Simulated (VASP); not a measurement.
A convergence study with VASP on HgTe (zinc blende): a few settings are varied, all else stays as given below, so the limit is that of these other settings.

```
HgTe
1.0
    0.00000     3.23000     3.23000
    3.23000     0.00000     3.23000
    3.23000     3.23000     0.00000
Hg Te
1 1
Direct
  0.00000   0.00000   0.00000
  0.25000   0.25000   0.25000
```

The numbers are results of LDA (Ceperley-Alder, Perdew-Zunger), VASP's LDA PAW potentials (set 64) (plane waves; VASP 6.6.1), not measurements. The last row used: 550 eV cut-off, 14×14×14 Γ-centred mesh, second-order Methfessel-Paxton smearing of 0.40 eV, potentials Hg Te.

```csv
setting,E (eV/atom),pressure (GPa),irreducible k-points
"ISMEAR = -1, SIGMA = 0.01, 4×4×4 mesh",-2.4689,0.18,8
"ISMEAR = -1, SIGMA = 0.1, 4×4×4 mesh",-2.4700,0.18,8
"ISMEAR = 0, SIGMA = 0.01, 4×4×4 mesh",-2.4688,0.18,8
"ISMEAR = 0, SIGMA = 0.2, 4×4×4 mesh",-2.4699,0.18,8
"ISMEAR = 1, SIGMA = 0.05, 4×4×4 mesh",-2.4689,0.18,8
"ISMEAR = 1, SIGMA = 0.2, 4×4×4 mesh",-2.4695,0.18,8
"ISMEAR = 2, SIGMA = 0.05, 4×4×4 mesh",-2.4689,0.18,8
"ISMEAR = 2, SIGMA = 0.2, 4×4×4 mesh",-2.4694,0.18,8
"ISMEAR = -1, SIGMA = 0.01, 8×8×8 mesh",-2.5178,-0.27,29
"ISMEAR = -1, SIGMA = 0.2, 8×8×8 mesh",-2.5156,-0.22,29
"ISMEAR = 0, SIGMA = 0.01, 8×8×8 mesh",-2.5178,-0.27,29
"ISMEAR = 0, SIGMA = 0.4, 8×8×8 mesh",-2.5170,-0.25,29
"ISMEAR = 1, SIGMA = 0.05, 8×8×8 mesh",-2.5178,-0.27,29
"ISMEAR = 1, SIGMA = 0.4, 8×8×8 mesh",-2.5179,-0.29,29
"ISMEAR = 2, SIGMA = 0.05, 8×8×8 mesh",-2.5178,-0.27,29
"ISMEAR = 2, SIGMA = 0.4, 8×8×8 mesh",-2.5178,-0.28,29
"ISMEAR = -1, SIGMA = 0.05, 14×14×14 mesh",-2.5193,-0.29,104
"ISMEAR = -1, SIGMA = 0.2, 14×14×14 mesh",-2.5169,-0.24,104
"ISMEAR = 0, SIGMA = 0.1, 14×14×14 mesh",-2.5193,-0.29,104
"ISMEAR = 0, SIGMA = 0.4, 14×14×14 mesh",-2.5186,-0.27,104
"ISMEAR = 1, SIGMA = 0.1, 14×14×14 mesh",-2.5193,-0.29,104
"ISMEAR = 1, SIGMA = 0.4, 14×14×14 mesh",-2.5194,-0.31,104
"ISMEAR = 2, SIGMA = 0.1, 14×14×14 mesh",-2.5193,-0.29,104
"ISMEAR = 2, SIGMA = 0.4, 14×14×14 mesh",-2.5192,-0.29,104
```

Left out are rungs that failed or repeat a setting and relaxations that didn't move; long series are thinned to 24 rows.

The compound is HgTe in the zinc blende structure. The cell was not relaxed at this level.
